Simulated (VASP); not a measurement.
Input:

```xyz
2
Lattice="0.0000 1.7867 1.7867 1.7867 0.0000 1.7867 1.7867 1.7867 0.0000" Properties=species:S:1:pos:R:3 pbc="T T T"
C      0.0000     0.0000     0.0000
C      0.8934     0.8934     0.8934
```

Calculation: PBE GGA, VASP's PBE PAW potentials (set 64) (plane waves; VASP 6.6.1). Run with 520 eV cut-off, 13×13×13 Γ-centred mesh, Gaussian smearing of 0.010 eV, potentials C.

### Question
Give the electronic dielectric tensor ε∞ (DFPT, local fields included).

### Answer

```
5.86  0.00  0.00
0.00  5.86  0.00
0.00  0.00  5.86
```

### Question
Give the Born effective charges.

### Answer

| atom | Z*xx | Z*yy | Z*zz | mean |
|---|---|---|---|---|
| C1 | 0.00 | 0.00 | 0.00 | 0.00 |
| C2 | 0.00 | 0.00 | 0.00 | 0.00 |

### Question
Which frequencies do the optical Γ-point modes have (no LO-TO splitting)?

### Answer
1291 (×3) cm⁻¹.

The compound is C in the diamond structure. It was relaxed first.
